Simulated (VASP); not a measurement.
# KMgI₃ (strained cubic perovskite): a r²SCAN single-point calculation in VASP

INCAR

```
METAGGA = R2SCAN
NSW = 0
LREAL = .FALSE.
IBRION = -1
LWAVE = .FALSE.
ALGO = Normal
NBANDS = 24
ENCUT = 520
LASPH = .TRUE.
EDIFF = 1E-7
ISMEAR = 0
PREC = Accurate
ISIF = 2
SIGMA = 0.01
LELF = .TRUE.
NELM = 120
LCHARG = .TRUE.
```

KPOINTS

```
KPOINTS created by Atomic Simulation Environment
0
Gamma
4 4 4
0 0 0
```

KPOINTS_OPT

```
special points
4
Reciprocal
0.0000000000 0.0000000000 0.0000000000 1
0.0000000000 0.5000000000 0.0000000000 1
0.5000000000 0.5000000000 0.0000000000 1
0.5000000000 0.5000000000 0.5000000000 1
```

POSCAR

```
K  Mg I
 1.0000000000000000
     5.6394409076000001    0.0000000000000000    0.0000000000000000
     0.0000000000000000    5.6394409076000001    0.0000000000000000
     0.0000000000000000    0.0000000000000000    5.6394409076000001
 K   Mg  I
   1   1   3
Cartesian
  0.0000000000000000  0.0000000000000000  0.0000000000000000
  2.8197204538000000  2.8197204538000000  2.8197204538000000
  2.8197204538000000  2.8197204538000000  0.0000000000000000
  2.8197204538000000  0.0000000000000000  2.8197204538000000
  0.0000000000000000  2.8197204538000000  2.8197204538000000
```

VASP ran with the recommended PBE PAW datasets (32 valence electrons in the cell).

Command

```
mpirun -np 1 vasp_std
```

OSZICAR

```
N       E                     dE             d eps       ncg     rms          rms(c)
DAV:   1     0.107762085817E+03    0.10776E+03   -0.12656E+04   480   0.113E+03
DAV:   2    -0.816718201393E+02   -0.18943E+03   -0.18064E+03   664   0.230E+02
DAV:   3    -0.956107923423E+02   -0.13939E+02   -0.13884E+02   672   0.579E+01
DAV:   4    -0.961492377936E+02   -0.53845E+00   -0.53723E+00   728   0.105E+01
DAV:   5    -0.961570753137E+02   -0.78375E-02   -0.78355E-02   696   0.127E+00    0.529E+00
DAV:   6    -0.903266689411E+02    0.58304E+01   -0.15757E+00   680   0.847E+00    0.403E+00
DAV:   7    -0.903018415309E+02    0.24827E-01   -0.30526E-01   608   0.249E+00    0.209E+00
DAV:   8    -0.903087171225E+02   -0.68756E-02   -0.31931E-02   600   0.985E-01    0.454E-01
DAV:   9    -0.903082486453E+02    0.46848E-03   -0.51836E-03   552   0.320E-01    0.101E-01
DAV:  10    -0.903084593042E+02   -0.21066E-03   -0.33769E-04   656   0.128E-01    0.816E-02
DAV:  11    -0.903084961009E+02   -0.36797E-04   -0.73091E-05   600   0.577E-02    0.216E-02
DAV:  12    -0.903084950199E+02    0.10810E-05   -0.26721E-06   632   0.934E-03    0.115E-02
DAV:  13    -0.903084941717E+02    0.84823E-06   -0.67523E-07   600   0.580E-03    0.195E-03
DAV:  14    -0.903084942083E+02   -0.36636E-07   -0.17672E-08   408   0.862E-04
   1 F= -.90308494E+02 E0= -.90308494E+02  d E =-.103243E-17
       N       E                     dE             ncg
DAV:   1     0.789548125028E+03   -0.20943E+04      192
DAV:   2     0.240322291403E+02   -0.76552E+03      264
DAV:   3    -0.310952749691E+02   -0.55128E+02      264
DAV:   4    -0.332871854767E+02   -0.21919E+01      288
DAV:   5    -0.333166384852E+02   -0.29453E-01      280
DAV:   6    -0.333170854805E+02   -0.44700E-03      248
DAV:   7    -0.333171041519E+02   -0.18671E-04      304
DAV:   8    -0.333171044199E+02   -0.26794E-06      248
DAV:   9    -0.333171044251E+02   -0.51864E-08      184
```

From OUTCAR

```
k-points           NKPTS =     10   k-points in BZ     NKDIM =     10   number of bands    NBANDS=     24

   NELECT =      32.0000    total number of electrons

   dimension x,y,z NGX =    42 NGY =   42 NGZ =   42
   dimension x,y,z NGXF=    84 NGYF=   84 NGZF=   84

  energy-cutoff  :      520.00
  volume of cell :      179.35
      direct lattice vectors                 reciprocal lattice vectors
     5.639440908  0.000000000  0.000000000     0.177322542  0.000000000  0.000000000
     0.000000000  5.639440908  0.000000000     0.000000000  0.177322542  0.000000000
     0.000000000  0.000000000  5.639440908     0.000000000  0.000000000  0.177322542

 k-points in reciprocal lattice and weights: KPOINTS created by Atomic Simulation Env
   0.00000000  0.00000000  0.00000000       0.016
   0.25000000  0.00000000  0.00000000       0.094
   0.50000000  0.00000000  0.00000000       0.047
   0.25000000  0.25000000  0.00000000       0.188
   0.50000000  0.25000000  0.00000000       0.188
   0.50000000  0.50000000  0.00000000       0.047
   0.25000000  0.25000000  0.25000000       0.125
   0.50000000  0.25000000  0.25000000       0.188
   ...

 E-fermi :   1.9811

 k-point     1 :       0.0000    0.0000    0.0000
  band No.  band energies     occupation
      1     -29.0778      2.00000
      2     -11.7731      2.00000
      3     -11.7731      2.00000
      4     -11.7731      2.00000
      5     -10.8163      2.00000
      6      -9.7132      2.00000
      7      -9.7132      2.00000
      8      -1.6662      2.00000
      9      -1.6662      2.00000
     10      -1.6662      2.00000
     11       0.8925      2.00000
     12       0.8925      2.00000
     13       0.8925      2.00000
     14       1.3376      2.00000
     15       1.3376      2.00000
     16       1.3376      2.00000
     17       3.8527      0.00000
     18       6.0687      0.00000
     19       7.2328      0.00000
     20       7.2328      0.00000
     21       7.3311      0.00000
     22       7.3311      0.00000
     23       7.3311      0.00000
     24      10.3453      0.00000

 k-point     2 :       0.2500    0.0000    0.0000
  band No.  band energies     occupation
      1     -29.0777      2.00000
      2     -11.7887      2.00000
      3     -11.7725      2.00000
      4     -11.7725      2.00000
      5     -10.6798      2.00000
      6      -9.8629      2.00000
      7      -9.7080      2.00000
      8      -1.5344      2.00000
      9      -1.5344      2.00000
     10      -1.4849      2.00000
     11       0.6178      2.00000
     12       0.6660      2.00000
     13       0.6660      2.00000
     14       0.7321      2.00000
     15       1.1996      2.00000
     16       1.1996      2.00000
     17       4.7169      0.00000
     18       6.8633      0.00000
     19       7.5731      0.00000
     20       7.5806      0.00000
     21       7.9876      0.00000
     22       8.1463      0.00000
     23       8.1463      0.00000
     24       9.5980      0.00000

 k-point     3 :       0.5000    0.0000    0.0000
  band No.  band energies     occupation
      1     -29.0777      2.00000
      2     -11.8029      2.00000
      3     -11.7719      2.00000
      4     -11.7719      2.00000
      5     -10.4583      2.00000
      6     -10.0988      2.00000
      7      -9.7028      2.00000
      8      -1.3670      2.00000
      9      -1.3670      2.00000
     10      -1.1552      2.00000
     11      -0.1074      2.00000
     12       0.3527      2.00000
     13       0.3527      2.00000
     14       0.5861      2.00000
     15       1.1406      2.00000
     16       1.1406      2.00000
     17       6.1409      0.00000
     18       7.3012      0.00000
     19       7.6651      0.00000
     20       8.0450      0.00000
     21       8.7623      0.00000
     22       9.0531      0.00000
     23       9.5104      0.00000
     24       9.5104      0.00000

 k-point     4 :       0.2500    0.2500    0.0000
  band No.  band energies     occupation
      1     -29.0777      2.00000
      2     -11.7883      2.00000
      3     -11.7801      2.00000
      4     -11.7720      2.00000
      5     -10.5600      2.00000
      6      -9.8977      2.00000
      7      -9.7957      2.00000
      8      -1.9844      2.00000
      9      -1.3898      2.00000
     10      -0.7656      2.00000
     11      -0.2368      2.00000
     12       0.5730      2.00000
     13       0.5903      2.00000
     14       0.9041      2.00000
     15       0.9368      2.00000
     16       1.4052      2.00000
     17       5.2916      0.00000
     18       7.4110      0.00000
     19       7.9747      0.00000
     20       8.0895      0.00000
     21       8.1360      0.00000
     22       8.5386      0.00000
     23       8.9514      0.00000
     24       9.4747      0.00000

 k-point     5 :       0.5000    0.2500    0.0000
  band No.  band energies     occupation
      1     -29.0776      2.00000
      2     -11.7953      2.00000
      3     -11.7800      2.00000
      4     -11.7714      2.00000
      5     -10.3568      2.00000
      6     -10.0810      2.00000
      7      -9.8192      2.00000
      8      -2.0957      2.00000
      9      -1.1994      2.00000
     10      -0.6822      2.00000
     11      -0.2299      2.00000
     12       0.2695      2.00000
     13       0.3433      2.00000
     14       0.7603      2.00000
     15       0.9523      2.00000
     16       1.4159      2.00000
     17       6.5390      0.00000
     18       7.5759      0.00000
     19       8.4187      0.00000
     20       8.5542      0.00000
     21       8.7179      0.00000
     22       8.7868      0.00000
     23       8.9054      0.00000
     24       9.5580      0.00000

 k-point     6 :       0.5000    0.5000    0.0000
  band No.  band energies     occupation
      1     -29.0776      2.00000
      2     -11.7878      2.00000
      3     -11.7878      2.00000
      4     -11.7709      2.00000
      5     -10.1278      2.00000
      6     -10.0632      2.00000
      7     -10.0632      2.00000
      8      -2.3941      2.00000
      9      -1.0171      2.00000
     10      -0.9614      2.00000
     11       0.3054      2.00000
     12       0.3054      2.00000
     13       0.3340      2.00000
     14       0.3340      2.00000
     15       0.7470      2.00000
     16       1.8960      2.00000
     17       7.7208      0.00000
     18       7.7208      0.00000
     19       7.8982      0.00000
     20       7.9968      0.00000
     21       8.4331      0.00000
     22       9.4916      0.00000
     23       9.4916      0.00000
     24       9.7095      0.00000

 k-point     7 :       0.2500    0.2500    0.2500
  band No.  band energies     occupation
      1     -29.0776      2.00000
      2     -11.7870      2.00000
      3     -11.7775      2.00000
      4     -11.7775      2.00000
      5     -10.4563      2.00000
      6      -9.8951      2.00000
      7      -9.8951      2.00000
      8      -2.4887      2.00000
      9      -0.6844      2.00000
     10      -0.6844      2.00000
     11      -0.3307      2.00000
     12       0.0163      2.00000
     13       0.0163      2.00000
     14       1.3558      2.00000
     15       1.4160      2.00000
     16       1.4160      2.00000
     17       5.6679      0.00000
     18       7.3367      0.00000
     19       7.8944      0.00000
     20       8.1326      0.00000
     21       8.1326      0.00000
     22       9.2403      0.00000
     23       9.2403      0.00000
     24      10.0789      0.00000

 k-point     8 :       0.5000    0.2500    0.2500
  band No.  band energies     occupation
      1     -29.0776      2.00000
      2     -11.7890      2.00000
      3     -11.7794      2.00000
      4     -11.7748      2.00000
      5     -10.2755      2.00000
      6     -10.0723      2.00000
      7      -9.8925      2.00000
      8      -2.7283      2.00000
      9      -0.7010      2.00000
     10      -0.5160      2.00000
     11      -0.3820      2.00000
     12      -0.3708      2.00000
     13       0.4455      2.00000
     14       1.2540      2.00000
     15       1.3979      2.00000
     16       1.5187      2.00000
     17       6.7424      0.00000
     18       7.1032      0.00000
     19       7.9084      0.00000
     20       8.0860      0.00000
     21       8.6796      0.00000
     22       9.0865      0.00000
     23       9.1721      0.00000
     24       9.8666      0.00000

 ...

  Total        2.5648784      2.5648784      2.5648784     -0.0000000      0.0000000     -0.0000000
  in kB       22.9123272     22.9123272     22.9123272     -0.0000000      0.0000000     -0.0000000
  external PRESSURE =      22.9123272 kB  Pullay stress =       0.0000000 kB

 POSITION                                       TOTAL-FORCE (eV/Angst)
 -----------------------------------------------------------------------------------
      0.00000      0.00000      0.00000         0.000000      0.000000      0.000000
      2.81972      2.81972      2.81972         0.000000      0.000000      0.000000
      2.81972      2.81972      0.00000         0.000000      0.000000      0.000000
      2.81972      0.00000      2.81972         0.000000      0.000000      0.000000
      0.00000      2.81972      2.81972         0.000000      0.000000      0.000000
 -----------------------------------------------------------------------------------
    total drift:                               -0.000000     -0.000000      0.000000

  FREE ENERGIE OF THE ION-ELECTRON SYSTEM (eV)
  ---------------------------------------------------
  free  energy   TOTEN  =       -90.3084942083 eV

  energy  without entropy=      -90.3084942083  energy(sigma->0) =      -90.30849421
```

```
gap between bands v and c : 1.93 eV
least direct gap          : 2.52 eV
pressure                  : 2.3 GPa
```

Band v is the last that the valence electrons fill when counted band by band, and c is the next.

The run took about 2.3 min on one core of a shared host (Intel Xeon Platinum 8488C) and held 0.32 GiB at most.
